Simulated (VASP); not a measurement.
Input of a VASP 6.6.1 run:

Contents of INCAR:

```
  PREC = Accurate
  ENCUT = 520
  EDIFF = 1E-6
  ISMEAR = -1
  SIGMA = 0.1
  LREAL = False
  LASPH = True
  NELM = 150
  ALGO = Normal
  ISIF = 2
  LWAVE = False
  LCHARG = False
  ISPIN = 2
  MAGMOM = 0.3 -3.2 3.2 0 0 0 0
  LORBIT = 11
  LMAXMIX = 6
  GGA = PE
  NBANDS = 39
```

File KPOINTS:

```
regular mesh
0
Gamma
  5 5 5
```

Contents of POSCAR:

```
CeFe2S4
1.0
    3.8913245558      0.0000002703      0.0000000637
   -1.9456625120      3.3699857846     -0.0000006975
   -0.0000000561     -2.2466547212     12.9547211743
Ce Fe S
1 2 4
Direct
   -0.0000060642     -0.0000121284     -0.0000181926
    0.1868203162      0.3736406324      0.5604609486
    0.8131890207      0.6263780413      0.4395670620
    0.1302040243      0.2604080486      0.3906120729
    0.8698054767      0.7396109534      0.6094164301
    0.2947093398      0.5894186795      0.8841280193
    0.7052778866      0.4105557731      0.1158336597
```

Potentials or basis: VASP PAW PBE potentials, release 64 (Ce, Fe, S).

Run with:

```sh
$ cat potpaw_PBE.64/Ce/POTCAR potpaw_PBE.64/Fe/POTCAR potpaw_PBE.64/S/POTCAR > POTCAR
$ mpirun -np 1 vasp_std > vasp.out
```

**Question.** What does it give for the largest force?

**Answer.** 0.019 eV/Å.

**Question.** Predict the pressure.

**Answer.** 0.0 GPa.

**Question.** Estimate the band gap on the k mesh.

**Answer.** None (metal or under the smearing width).

**Question.** What does it give for the net moment?

**Answer.** 0.00 μB per cell.

Forces in eV/Å, atoms in the order of the input:
```
Ce   0.000  0.000  0.000
Fe   0.000  0.000  0.003
Fe   0.000  0.000 -0.003
S    0.000  0.000 -0.019
S    0.000  0.000  0.019
S    0.000  0.000  0.004
S    0.000  0.000 -0.004
```

Caveat: the k mesh is coarse (spacing up to 0.38 Å⁻¹), so the values aren't converged; the magnetic or orbital state may not be the lowest; spin-orbit coupling is left out, which moves the levels of the heavy elements; this functional lacks dispersion, which binds the layers, so the pressure and a relaxed spacing across them are unreliable; without U or exact exchange the open f shell lies at the Fermi level, which spoils levels, moments and volumes. The state reached can hang on the start; a lower one may exist.
